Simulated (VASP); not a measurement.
# From one sheet to two: 1T-TiTe2 monolayer, part 3 of 9

What are the lattice, gap and band positions of 1T-TiTe2 monolayer, and what does a second sheet change?

VASP 6.6.1, plane waves and PAW; the level of theory is named at each step.

So far. Step 2 (Relaxing the monolayer): The run ended after 9 ionic steps, 0.059 eV below its first step, once forces and stress met EDIFFG = -0.015. Step 3 (A second relaxation): The start already met the threshold, so nothing moved.

### 4. Potential and states of the slab

Level of this step: r2SCAN with rVV10, no spin polarisation; plane waves and PAW (Ti, Te) (VASP).

A static run writes the electrostatic potential without exchange and correlation (LVHAR), which is flat in the vacuum and gives the level to count from. The dipole correction cancels the field that unlike faces would set up across the vacuum.

Input file INCAR:

```
SYSTEM = TiTe2
PREC = Normal
ENCUT = 350
EDIFF = 1E-06
NELM = 120
ISMEAR = 0
SIGMA = 0.03
LREAL = .FALSE.
ALGO = Normal
METAGGA = R2SCAN
LUSE_VDW = .TRUE.
IVDW_NL = 2
BPARAM = 11.95
CPARAM = 0.0093
LASPH = .TRUE.
NBANDS = 14
LORBIT = 11
LWAVE = .FALSE.
LCHARG = .TRUE.
IDIPOL = 3
LDIPOL = .TRUE.
DIPOL = 0.5 0.5 0.5
LVHAR = .TRUE.
LVACPOTAV = .TRUE.
NEDOS = 1500
LELF = .TRUE.
```

Input file POSCAR:

```
TiTe2
1.0
    3.7482642872      0.0000000000      0.0000000000
   -1.8741321436      3.2460920928      0.0000000000
    0.0000000000      0.0000000000     22.0000000000
Ti Te
1 2
Direct
    0.0000000000      0.0000000000      0.5000000000
    0.3333333333      0.6666666667      0.4218579176
    0.6666666667      0.3333333333      0.5781420824
```

Input file KPOINTS:

```
Automatic mesh
0
Gamma
9 9 1
0 0 0
```

Input file KPOINTS_OPT:

```
Line mode
14
Line-mode
Reciprocal
  0.00000000   0.00000000   0.00000000 GAMMA
  0.50000000   0.00000000   0.00000000 M

  0.50000000   0.00000000   0.00000000 M
  0.33333333   0.33333333   0.00000000 K

  0.33333333   0.33333333   0.00000000 K
  0.00000000   0.00000000   0.00000000 GAMMA
```

PAW data sets: Ti and Te (PBE family, release 64).

Command:

```sh
$ mpirun -np 4 vasp_std
```

Log:

```text
[banner, memory and clock lines left out]
running    4 mpi-ranks, on    1 nodes
 distrk:  each k-point on    4 cores,    1 groups
 distr:  one band on    1 cores,    4 groups

 POSCAR found type information on POSCAR TiTe
 POSCAR found :  2 types and       3 ions
 [... a notice as in an earlier step ...]

 [... a notice as in an earlier step ...]

 LDA part: xc-table for (None), standard interpolation
|                                                                             |
|           W    W    AA    RRRRR   N    N  II  N    N   GGGG   !!!           |
|           W    W   A  A   R    R  NN   N  II  NN   N  G    G  !!!           |
|           W    W  A    A  R    R  N N  N  II  N N  N  G       !!!           |
|           W WW W  AAAAAA  RRRRR   N  N N  II  N  N N  G  GGG   !            |
|           WW  WW  A    A  R   R   N   NN  II  N   NN  G    G                |
|           W    W  A    A  R    R  N    N  II  N    N   GGGG   !!!           |
|                                                                             |
|     The number of bands has been changed from the values supplied in        |
|     The orbitals not found in the WAVECAR file will be initialized with     |
|     random numbers, which is usually adequate. For correlated               |
|     calculations, however, you should redo the groundstate calculation.     |
|     I found NBANDS = 14. Now, NBANDS = 16.                                  |
|                                                                             |

 POSCAR, INCAR and KPOINTS ok, starting setup
 FFT: planning ... GRIDC
 FFT: planning ... GRID_SOFT
 FFT: planning ... GRID
 WAVECAR not read
 entering main loop
       N       E                     dE             d eps       ncg     rms          rms(c)
Total rVV10 correction in eV:      0.6240143    26.1787018
DAV:   1     0.326204671667E+02    0.32620E+02   -0.37199E+03   384   0.509E+02
DAV:   2    -0.601908981153E+02   -0.92811E+02   -0.83902E+02   520   0.122E+02
DAV:   3    -0.692227054937E+02   -0.90318E+01   -0.88706E+01   520   0.427E+01
DAV:   4    -0.695079707083E+02   -0.28527E+00   -0.28519E+00   576   0.907E+00
DAV:   5    -0.695116608379E+02   -0.36901E-02   -0.36901E-02   624   0.108E+00    0.136E+01
Total rVV10 correction in eV:      0.6215868    26.1793931
DAV:   6    -0.672124684269E+02    0.22992E+01   -0.59222E+00   448   0.289E+01    0.126E+01
Total rVV10 correction in eV:      0.6188652    26.1831364
DAV:   7    -0.662167452925E+02    0.99572E+00   -0.13038E+01   504   0.421E+01    0.863E+00
Total rVV10 correction in eV:      0.6157476    26.1811988
DAV:   8    -0.654737888483E+02    0.74296E+00   -0.11300E+00   472   0.976E+00    0.260E+00
Total rVV10 correction in eV:      0.6152704    26.1817671
DAV:   9    -0.654291456689E+02    0.44643E-01   -0.18560E-01   528   0.475E+00    0.111E+00
Total rVV10 correction in eV:      0.6165725    26.1818476
DAV:  10    -0.654344652126E+02   -0.53195E-02   -0.49653E-02   464   0.292E+00    0.735E-01
Total rVV10 correction in eV:      0.6174267    26.1818253
DAV:  11    -0.654292698935E+02    0.51953E-02   -0.15181E-02   496   0.165E+00    0.253E-01
Total rVV10 correction in eV:      0.6182838    26.1815658
DAV:  12    -0.654301350230E+02   -0.86513E-03   -0.26256E-03   464   0.684E-01    0.192E-01
Total rVV10 correction in eV:      0.6200039    26.1808347
DAV:  13    -0.654308839856E+02   -0.74896E-03   -0.14628E-03   424   0.344E-01    0.754E-02
Total rVV10 correction in eV:      0.6201394    26.1806327
DAV:  14    -0.654310593170E+02   -0.17533E-03   -0.17551E-04   488   0.874E-02    0.497E-02
Total rVV10 correction in eV:      0.6209349    26.1799104
DAV:  15    -0.654317082419E+02   -0.64892E-03   -0.24031E-04   408   0.103E-01    0.262E-02
Total rVV10 correction in eV:      0.6214816    26.1793567
DAV:  16    -0.654320106801E+02   -0.30244E-03   -0.83422E-05   432   0.595E-02    0.258E-02
Total rVV10 correction in eV:      0.6217118    26.1790808
DAV:  17    -0.654321949348E+02   -0.18425E-03   -0.29742E-05   456   0.306E-02    0.109E-02
Total rVV10 correction in eV:      0.6218658    26.1788595
DAV:  18    -0.654324142580E+02   -0.21932E-03   -0.27733E-05   472   0.266E-02    0.468E-03
Total rVV10 correction in eV:      0.6218890    26.1787913
DAV:  19    -0.654324747730E+02   -0.60515E-04   -0.47576E-06   512   0.135E-02    0.397E-03
Total rVV10 correction in eV:      0.6218748    26.1787106
DAV:  20    -0.654325281304E+02   -0.53357E-04   -0.58531E-06   456   0.107E-02    0.117E-03
Total rVV10 correction in eV:      0.6218649    26.1786983
DAV:  21    -0.654325330550E+02   -0.49246E-05   -0.46121E-07   448   0.519E-03    0.634E-04
Total rVV10 correction in eV:      0.6218620    26.1786953
DAV:  22    -0.654325350544E+02   -0.19994E-05   -0.21574E-07   312   0.420E-03    0.535E-04
Total rVV10 correction in eV:      0.6218607    26.1786956
DAV:  23    -0.654325352020E+02   -0.14762E-06   -0.69083E-08   368   0.257E-03
|                                                                             |
|           W    W    AA    RRRRR   N    N  II  N    N   GGGG   !!!           |
|           W    W   A  A   R    R  NN   N  II  NN   N  G    G  !!!           |
|           W    W  A    A  R    R  N N  N  II  N N  N  G       !!!           |
|           W WW W  AAAAAA  RRRRR   N  N N  II  N  N N  G  GGG   !            |
|           WW  WW  A    A  R   R   N   NN  II  N   NN  G    G                |
|           W    W  A    A  R    R  N    N  II  N    N   GGGG   !!!           |
|                                                                             |
|     Did not find any points to average over, which means that no vacuum     |
|     field-free region was found. Please increase the size of  your cell     |
|     in the dimension of the dipole correction to obtain accurate            |
|     workfunction values.                                                    |
|                                                                             |

Total rVV10 correction in eV:      0.6218577    26.1786990
Total rVV10 correction in eV:      0.6218591    26.1786966
   1 F= -.65432535E+02 E0= -.65431930E+02  d E =-.120963E-02
 Start KPOINTS_OPT (optional k-point list driver)
k-point batch [1-12\42]
       N       E                     dE             ncg
DAV:   1    -0.236836240058E+03   -0.19853E+04      384
DAV:   2    -0.111994210086E+04   -0.88311E+03      496
DAV:   3    -0.120483669497E+04   -0.84895E+02      448
DAV:   4    -0.120803247304E+04   -0.31958E+01      560
DAV:   5    -0.120807512120E+04   -0.42648E-01      568
DAV:   6    -0.120807618392E+04   -0.10627E-02      592
DAV:   7    -0.120807621069E+04   -0.26769E-04      576
DAV:   8    -0.120807621129E+04   -0.59774E-06      424
[...]
k-point batch [37-42\42]
       N       E                     dE             ncg
DAV:   1     0.180654705583E+04   -0.37769E+03      192
DAV:   2     0.140317787275E+04   -0.40337E+03      232
DAV:   3     0.136502319478E+04   -0.38155E+02      232
DAV:   4     0.136342298122E+04   -0.16002E+01      248
DAV:   5     0.136338794118E+04   -0.35040E-01      272
DAV:   6     0.136338724710E+04   -0.69408E-03      256
DAV:   7     0.136338722406E+04   -0.23043E-04      288
DAV:   8     0.136338722362E+04   -0.44043E-06      168
```

Elapsed: 76 s, on 4 MPI ranks of Intel Xeon Platinum 8259CL at 2.50GHz (Skylake/Cascade Lake), shared host; peak memory 0.77 GiB.

OUTCAR, selected parts (step 4):

```text
The static configuration has the point symmetry D_3d.

 Found     12 irreducible k-points:

   k-points           NKPTS =     12   k-points in BZ     NKDIM =     12   number of bands    NBANDS=     16

   NELECT =      16.0000    total number of electrons

 E-fermi :  -1.8348

 k-point     3 :       0.2222   -0.0000    0.0000
  band No.  band energies     occupation
    ...
      4      -4.9601      2.00000
      5      -3.9705      2.00000
      6      -3.5913      2.00000
      7      -2.8959      2.00000
      8      -2.3300      2.00000
      9      -1.5330      0.00000
     10      -0.4279      0.00000
     11      -0.3584      0.00000
     12       0.4116      0.00000
     13       1.2221      0.00000
    ...

 k-point     5 :       0.4444   -0.0000    0.0000
  band No.  band energies     occupation
    ...
      5      -4.4368      2.00000
      6      -3.8465      2.00000
      7      -3.7340      2.00000
      8      -2.6712      2.00000
      9      -1.8886      1.98881
     10      -0.6065      0.00000
     11      -0.2190      0.00000
     12       1.1874      0.00000
     13       1.2421      0.00000
     14       3.0460      0.00000
    ...

  Total        0.0053157      0.0053157     -0.0162050      0.0000000      0.0000000      0.0000000
  in kB        0.0318166      0.0318166     -0.0969943      0.0000000      0.0000000      0.0000000
  external PRESSURE =      -0.0111203 kB  Pullay stress =       0.0000000 kB

 POSITION                                       TOTAL-FORCE (eV/Angst)
 -----------------------------------------------------------------------------------
      0.00000      0.00000     11.00000         0.000000      0.000000      0.000000
     -0.00000      2.16406      9.28087        -0.000000     -0.000000     -0.001875
      1.87413      1.08203     12.71913        -0.000000      0.000000      0.001875
 -----------------------------------------------------------------------------------
    total drift:                               -0.000000     -0.000000      0.000000

  FREE ENERGIE OF THE ION-ELECTRON SYSTEM (eV)
  ---------------------------------------------------
  free  energy   TOTEN  =       -65.4325352020 eV

  energy  without entropy=      -65.4313255671  energy(sigma->0) =      -65.43193038

 vacuum level on the upper side and lower side of the slab         3.164         3.164

[... 14 parts as in an earlier step ...]
```

Numbers from this step:

```
vacuum levels                              : 3.164, 3.164 eV
work functions of the upper and lower face : 4.999, 4.999 eV
```

The electronic bands at the labelled points (eV, zero at the Fermi level; # counts the bands kept):

```csv
point,#3,#4,#5,#6,#7,#8,#9,#10
Γ,-1.76,-1.55,0.41,0.41,0.64,1.09,1.09,3.47
0.54 of the way,-2.79,-1.79,-1.22,-0.64,0.19,1.43,1.46,2.33
M,-2.51,-2.03,-1.96,-0.84,-0.07,1.21,1.62,3.06
0.46 of the way,-2.58,-2.41,-2.04,-1.99,0.61,1.28,1.52,2.37
K,-3.89,-2.93,-2.16,-2.16,1.17,1.28,1.28,2.42
0.46 of the way,-3.01,-2.01,-1.79,-1.16,0.65,1.16,1.58,2.09
Γ,-1.76,-1.55,0.41,0.41,0.64,1.09,1.09,3.47
```

Of the projections kept (Ti, Te), the largest for each band there; the rest of the weight can lie on other orbitals:

```csv
point,#3,#4,#5,#6,#7,#8,#9,#10
Γ,Ti 0.68,Te 0.88,Ti 0.98,Ti 0.98,Ti 0.93,Te 0.91,Te 0.91,Ti 0.51
M,Te 0.51,Ti 0.59,Te 0.80,Te 0.80,Ti 0.90,Ti 1.00,Ti 0.98,Ti 0.80
K,Te 0.63,Te 0.76,Te 0.58,Te 0.58,Ti 0.98,Ti 0.92,Ti 0.92,Ti 0.83
Γ,Ti 0.68,Te 0.88,Ti 0.98,Ti 0.98,Ti 0.93,Te 0.91,Te 0.91,Ti 0.51
```

Zero at the Fermi level. The planar average of the electrostatic potential by height:

```csv
height (Å),planar average of the electrostatic potential (eV)
0,5.00
1,5.00
2,5.00
3,5.00
4,5.00
5,5.00
6,4.99
7,4.91
8,3.39
9,-13.3
10,-6.14
11,-2.95
12,-6.14
13,-13.3
14,3.39
15,4.91
16,4.99
17,5.00
18,5.00
19,5.00
20,5.00
21,5.00
```

Density of states in the PAW spheres, an atom over height of the layer and energy from the Fermi level.

Ten even steps from '0' (0.00 states/eV) to '9' (2.32 states/eV), each cell a mean:
```
090
030
010
010
212
343
363
242
222
121
111
222
111
010
000
000
000
000
000
000
000
000
```
Columns: height of the layer (Å) from 9.3 to 12.7; rows upwards: energy from the Fermi level (eV) from -7.9 to 0.5.

Valence density in the ca plane at fractional y = 0.000, with atoms of Ti within 0.2 Å of it. It is the smooth field of the valence electrons, not physical close to the nuclei.

Ten steps, logarithmic in the rise over the least value, from '0' (0.0 e/Å³) to '9' (1.0 e/Å³), each cell a mean:
```
00000000000000011234556899865543211000000000
00000000000000012345666777766654321000000000
00000000000000013456676666667665431000000000
00000000000000123567777655667776532100000000
00000000000000124567777655677777542100000000
00000000000000124567777655677776542100000000
00000000000000123466776655667766532100000000
00000000000000012455666666666665421000000000
00000000000000012344556888865554321000000000
00000000000000001234455899855443211000000000
```
Columns run along c (16.0 Å, from fractional 0.10 to 0.82 of the cell), rows up along a (3.7 Å). Atoms in or near the plane, at fractional coordinates: Ti at (0.50, 0.00).

ELF in the ca plane at fractional y = 0.000, with atoms of Ti within 0.2 Å of it. It is the smooth field of the valence electrons, not physical close to the nuclei.

Values, 6 rows by 16 columns, each cell a mean:
```
0.00 0.00 0.00 0.00 0.00 0.02 0.11 0.24 0.06 0.06 0.23 0.12 0.02 0.00 0.00 0.00
0.00 0.00 0.00 0.00 0.01 0.15 0.52 0.68 0.31 0.30 0.68 0.53 0.16 0.01 0.00 0.00
0.00 0.00 0.00 0.00 0.04 0.41 0.78 0.78 0.51 0.50 0.78 0.79 0.42 0.04 0.00 0.00
0.00 0.00 0.00 0.00 0.03 0.34 0.74 0.78 0.47 0.45 0.77 0.75 0.36 0.03 0.00 0.00
0.00 0.00 0.00 0.00 0.00 0.08 0.36 0.55 0.22 0.21 0.55 0.37 0.08 0.01 0.00 0.00
0.00 0.00 0.00 0.00 0.00 0.01 0.07 0.14 0.02 0.02 0.13 0.07 0.01 0.00 0.00 0.00
```
Columns run along c (16.0 Å, from fractional 0.10 to 0.82 of the cell), rows up along a (3.7 Å). Atoms in or near the plane, at fractional coordinates: Ti at (0.50, 0.00).

The map of layer states is cut here 0.5 eV above the Fermi level, so it leaves out the states above that.

The vacuum level lies 5.00 eV above the Fermi level at the upper face; both faces agree, as the slab has next to no dipole.

The program found no field-free point at its default tolerance, but its printed level agrees with the flat part of the planar average.

On this mesh the fine structure of the density of states is sampling noise, and high empty states may be cut by the number of bands.

(Continued in part 4 of 9.)

[Lines on the potential files, build, host, timing and source positions are cut from VASP's logs without a mark.]

[Logs are printed without paths, hosts, clocks, repeated set-up lines and the standing remarks that a program may print on its own settings, such as how far it seeks lower states.]

[Hosts, paths, dates, database ids (printed as entryN), source tags and the programs' standing remarks are cut or masked in the printed files.]

[Runs that stopped without an error message from VASP are left out.]
